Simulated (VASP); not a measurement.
Here is a VASP 6.6.1 calculation.

INCAR

```
PREC = Accurate ; ENCUT = 520
EDIFF = 1E-7 ; ISMEAR = -1
SIGMA = 0.05 ; LREAL = F
LASPH = T ; NELM = 80
ALGO = Normal ; ISIF = 2
LWAVE = F ; LCHARG = F
GGA = PE ; NBANDS = 29
```

File KPOINTS:

```
Automatic mesh
0
Gamma
  7 7 5
```

File POSCAR:

```
GeBr
1.0
    4.8268000000      0.0000000000      0.0000000000
   -2.4134000000      4.1801300000      0.0000000000
    0.0000000000      0.0000000000      5.5646600000
Ge Br
2 2
Direct
    0.0000000000      0.0000000000      0.0000000000
    0.0000000000      0.0000000000      0.5000000000
    0.3333300000      0.6666700000      0.7500000000
    0.6666700000      0.3333300000      0.2500000000
```

Potentials or basis: VASP PAW PBE potentials, release 64 (Ge_d, Br).

Launch:

```sh
$ cat potpaw_PBE.64/Ge_d/POTCAR potpaw_PBE.64/Br/POTCAR > POTCAR
$ mpirun -np 1 vasp_std > vasp.out
```

Task: What does it give for the pressure?

Result: -0.1 GPa.

Task: Estimate the band gap on the k mesh.

Result: None (metal or under the smearing width).

Stress tensor (GPa, compression positive):
```
-0.04  0.00  0.00
 0.00 -0.04  0.00
 0.00  0.00 -0.15
```
